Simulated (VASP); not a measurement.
Method: PBEsol GGA, VASP's PBE PAW potentials (set 64) (plane waves; VASP).

VASP input:

### INCAR
```
LREAL  =  .False.   # projection in real space or not
LASPH  =  .True.
SYSTEM  =  PbSe
PREC  =  Accurate
PSTRESS  =  200   # kbar
EDIFF  =  1E-6   # SCF stop (eV)
ENCUT  =  500   # plane-wave cut-off (eV)
ISIF  =  3   # ions, shape and volume
GGA  =  PS   # PBEsol
LMAXMIX  =  4   # l cut-off of mixed one-centre charges
EDIFFG  =  -0.02
NELM  =  100   # most electronic steps
LCHARG  =  .False.
SIGMA  =  0.05
IBRION  =  2   # conjugate gradients
ISMEAR  =  0
ALGO  =  Normal   # blocked Davidson
NSW  =  40   # most ionic steps
LWAVE  =  .False.
```

### POSCAR
```
PbSe
1
    0.0000000000     2.9131822504     2.9131822504
    2.9131822504     0.0000000000     2.9131822504
    2.9131822504     2.9131822504     0.0000000000
Pb Se
1 1
Direct
  0.0000000000   0.0000000000   0.0000000000
  0.5000000000   0.5000000000   0.5000000000
```

**KPOINTS**
```
Automatic mesh
0
Gamma
8 8 8
0 0 0
```

POTCAR, in this order: Pb_d Se (PBE.64 set). Program: vasp_std.

Energy and stress use the plane-wave basis of the starting cell.

Q: Estimate the energy per atom (σ→0), volume per atom.

A: 
```
Quantity                        Value
---------------------  --------------
energy per atom (σ→0)  -4.167 eV/atom
volume per atom        22.63 Å^3/atom
```

File OSZICAR:
```
...
       N       E                     dE             d eps       ncg     rms          rms(c)
DAV:   1    -0.833533341158E+01    0.15467E-01   -0.53356E-02  1040   0.475E+00    0.229E-01
DAV:   2    -0.833387526221E+01    0.14581E-02   -0.30197E-03   998   0.123E+00    0.831E-02
DAV:   3    -0.833362833757E+01    0.24692E-03   -0.10744E-03  1016   0.664E-01    0.122E-02
DAV:   4    -0.833363265198E+01   -0.43144E-05   -0.26708E-05   830   0.650E-02    0.568E-03
DAV:   5    -0.833363506950E+01   -0.24175E-05   -0.33352E-06   956   0.278E-02    0.162E-03
DAV:   6    -0.833363501886E+01    0.50641E-07   -0.20527E-07   412   0.624E-03
   4 F= -.26837755E+01 E0= -.26837755E+01  d E =-.141398E+00
```

The structure was generated: PbSe was put into the rock salt type (Fm-3m), which need not be its known phase. This run relaxes it under an external pressure of 20 GPa. Symmetry was kept, so distortions that lower it aren't found.
